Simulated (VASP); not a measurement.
Data:

```xyz
8
Lattice="4.6365 0.0000 0.0000 0.0000 4.6365 0.0000 0.0000 0.0000 4.6365" Properties=species:S:1:pos:R:3 pbc="T T T"
Si     0.7469     1.5714     3.0651
Si     3.0651     0.7469     1.5714
Si     3.8896     3.8896     3.8896
Si     1.5714     3.0651     0.7469
Ru     4.0211     2.9336     1.7029
Ru     1.7029     4.0211     2.9336
Ru     0.6153     0.6153     0.6153
Ru     2.9336     1.7029     4.0211
```

Calculation: LDA (Ceperley-Alder, Perdew-Zunger), VASP's LDA PAW potentials (set 64) (plane waves; VASP). Settings: 500 eV cut-off, 5×5×5 Γ-centred mesh, Gaussian smearing of 0.050 eV, potentials Si Ru_pv.

Q: Predict the energy per atom (σ→0), pressure.

A: 
The energy per atom (σ→0) is -9.016 eV/atom and the pressure is 5.04 GPa.

Total energies compare only between runs with the same potentials, cut-off and functional.

The compound is RuSi in the B20 structure. It was relaxed first under an external pressure of 5 GPa.
